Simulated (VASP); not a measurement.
Consider the following.

```
Rh
1.0
    0.00000     1.89801     1.89801
    1.89801     0.00000     1.89801
    1.89801     1.89801     0.00000
Rh
1
Direct
  0.00000   0.00000   0.00000
```

Method: revTPSS meta-GGA, VASP's PBE PAW potentials (set 64) (plane waves; VASP). Run with 520 eV cut-off, 18×18×18 Γ-centred mesh, tetrahedra with Blöchl corrections, potentials Rh_pv.

Give the energies of bands 4 to 9 at the high-symmetry points, in eV from the Fermi level.

| band | Γ | X | U | L | W |
|---|---|---|---|---|---|
| 4 | -8.05 | -6.48 | -5.63 | -6.20 | -5.16 |
| 5 | -3.11 | -6.04 | -4.86 | -3.22 | -3.85 |
| 6 | -3.11 | 0.53 | -2.08 | -3.22 | -3.85 |
| 7 | -3.11 | 1.03 | -0.73 | 0.58 | -1.25 |
| 8 | -1.03 | 1.03 | 0.41 | 0.58 | 1.03 |
| 9 | -1.03 | 3.26 | 7.92 | 0.64 | 9.69 |

It has no gap at this level: it comes out as a metal or semimetal.

The compound is Rh in the fcc structure. It was relaxed first.
